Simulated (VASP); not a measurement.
Here is a VASP 6.6.1 calculation.

The input INCAR:

```
SYSTEM = TiGa11As12
ALGO = Normal
EDIFF = 1E-5
ENCUT = 350
GGA = PS
ISIF = 2
ISMEAR = 0
ISPIN = 2
ISYM = 0
KPAR = 4
LASPH = .True.
LCHARG = .False.
LDAU = .True.
LDAUJ = 0 0 0
LDAUL = 2 -1 -1
LDAUPRINT = 1
LDAUTYPE = 2
LDAUU = 3 0 0
LMAXMIX = 4
LORBIT = 11
LREAL = Auto
LWAVE = .False.
MAGMOM = 2 0 0 0 0 0 0 0 0 0 0 0 0 0 0 0 0 0 0 0 0 0 0 0
NELECT = 216.0
NELM = 120
NUPDOWN = 2
PREC = Accurate
SIGMA = 0.03
```

The input KPOINTS:

```
k-points
0
Gamma
  2 3 3
  0 0 0
```

Contents of POSCAR:

```
TiGa11As12                              
1.0
    0.0000000000      8.4805500000      8.4805500000
    5.6537000000      0.0000000000      5.6537000000
    5.6537000000      5.6537000000      0.0000000000
  Ti              Ga              As            
     1    11    12
Direct
     0.9926381835577227    0.0019685736489561    0.0024657738609093
     0.0028433883730136    0.0023238777615191    0.4966099647896349
     0.0027388380141165    0.4963320272198283    0.0044235712854804
     0.0025295375034617    0.4959625439634510    0.4981723206464916
     0.3284456989479638    0.0041527165362125    0.0060427803153396
     0.3343287589517888    0.0015961291448685    0.4963909686238455
     0.3342680452194948    0.4946320526550666    0.0035992306554386
     0.3305823969556592    0.5013591372230209    0.5033091869673131
     0.6683855160588784    0.9990594942755628    0.9997331489058238
     0.6612454487341647    0.0019918804279101    0.5058397162368349
     0.6614057662082203    0.5044557918217246    0.0035164998153767
     0.6668439088165393    0.5000835707673850    0.5013472121598026
     0.0827009848401704    0.1258364375254044    0.1262106578957913
     0.0867503277638514    0.1248869366637731    0.6192766258316094
     0.0867045807368016    0.6188488035308185    0.1270733670644161
     0.0807981982700602    0.6258613076320773    0.6279807620030016
     0.4215006156148377    0.1204626895245610    0.1221328521577745
     0.4123284799576489    0.1255153374985406    0.6317615023029876
     0.4124310180017434    0.6298589957658709    0.1275039892857689
     0.4166770313797328    0.6249077107797910    0.6268760166280057
     0.7354361736070519    0.1333719400290475    0.1346125856362556
     0.7518217198484120    0.1241651680634985    0.6247775058050848
     0.7517841745172710    0.6240241432501413    0.1253740983020872
     0.7503282081213986    0.6252457342909790    0.6268736628249143
```

Potentials or basis: VASP PAW PBE potentials, release 64 (Ti_sv, Ga_d, As).

Run with:

```console
$ cat potpaw_PBE.64/Ti_sv/POTCAR potpaw_PBE.64/Ga_d/POTCAR potpaw_PBE.64/As/POTCAR > POTCAR
$ mpirun -np 4 vasp_std > vasp.out
```

(1) Predict the largest force.

Results:

(1) 0.085 eV/Å.

Caveat: the PAW data sets were made with another functional, which shifts forces and pressure a little; the total moment is fixed, so each spin has its own Fermi level; the U is typed as a test and isn't derived for this compound.
